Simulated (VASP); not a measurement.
An input for Ansatz (written as the equivalent of a VASP run, and not itself run):

Ansatz 0.2 input:
```yaml
crystal:
  lattice:
    - [0.0000000, 3.1346523, 3.1346523]
    - [3.1346523, 0.0000000, 3.1346523]
    - [3.1346523, 3.1346523, 0.0000000]
  atoms:
    - { symbol: Hg, position: [1.0000000, 0.0000000, 0.0000000] }
    - { symbol: Se, position: [0.2500000, 0.2500000, 0.2500000] }
kpoints:
  mp_grid: { grid: [10, 10, 10] }
hamiltonian:
  xc: pbe
  pseudopotentials: { kind: paw }
scf:
  occupations: { method: methfessel_paxton, width: 0.1 }
  max_iter: 100
relax:
  max_steps: 40
  f_tol: 0.02
  cell: {}
output: { forces: true, stress: true, eigenvalues: true }
```

Write the VASP files for the same calculation (PBE).

One answer among several that fit: 
POSCAR:
```
HgSe
1.0
  0.0000000000   3.1346522987   3.1346522987
  3.1346522987   0.0000000000   3.1346522987
  3.1346522987   3.1346522987   0.0000000000
Hg Se
1 1
Cartesian
  0.0000000000   3.1346522987   3.1346522987
  1.5673261493   1.5673261493   1.5673261493
```

**KPOINTS**
```
Automatic mesh
0
Gamma
10 10 10
0 0 0
```

**INCAR**
```
SYSTEM = HgSe
PREC = Accurate
ENCUT = 500
EDIFF = 1E-6
NELM = 100
ALGO = Normal
LREAL = .FALSE.
LASPH = .TRUE.
ISMEAR = 1
SIGMA = 0.1
GGA = PE
LMAXMIX = 6
LWAVE = .FALSE.
LCHARG = .FALSE.
IBRION = 2
ISIF = 3
NSW = 40
EDIFFG = -0.02
```

POTCAR, in this order: Hg Se (PBE.64 set). Program: vasp_std.

Limits of the translation: each code has its own PAW files, so the cut-off isn't converted (ENCUT is set for VASP's; basis.ecutwfc is left out, and Ansatz then takes the one that its files recommend); Ansatz stops its SCF on the density residual and VASP on the energy change (EDIFF).

The compound is HgSe in the zinc blende structure. It was relaxed first, which changed the volume by +10 %.
